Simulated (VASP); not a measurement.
Consider the following.

```yaml
crystal:
  lattice:
    - [2.05530, -3.55988, 0.00000]
    - [2.05530, 3.55988, 0.00000]
    - [0.00000, 0.00000, 5.32440]
  atoms:
    - { symbol: Te, position: [0.33333, 0.66667, 0.25400] }
    - { symbol: Te, position: [0.66667, 0.33333, 0.74600] }
    - { symbol: Pt, position: [0.00000, 0.00000, 0.00000] }
```

All values below come from PBE GGA, VASP's PBE PAW potentials (set 64) (plane waves; VASP 6.6.1). Numerical set-up: 400 eV cut-off, KSPACING 0.25 per Å, first-order Methfessel-Paxton smearing of 0.10 eV, potentials Te Pt.

Gaps are read on the run's mesh, which can miss a band edge. Unless said otherwise, spin-orbit coupling is left out, though it shifts the bands of the heavy elements here.

### Question
Estimate the energy per atom (σ→0), band gap (on the k-mesh) with the smallest direct gap where there is one.

### Answer

The band gap (on the k-mesh) is none (metal, semimetal or under 0.01 eV) and the energy per atom (σ→0) is -4.522 eV/atom.

Total energies compare only between runs with the same potentials, cut-off and functional.

The compound is PtTe2 in the 1T layered structure. The cell was not relaxed at this level. The run is one of a series of settings (KGAMMA = .TRUE., KSPACING = 0.25, KPOINTS file removed against the base run), some of them coarse on purpose.
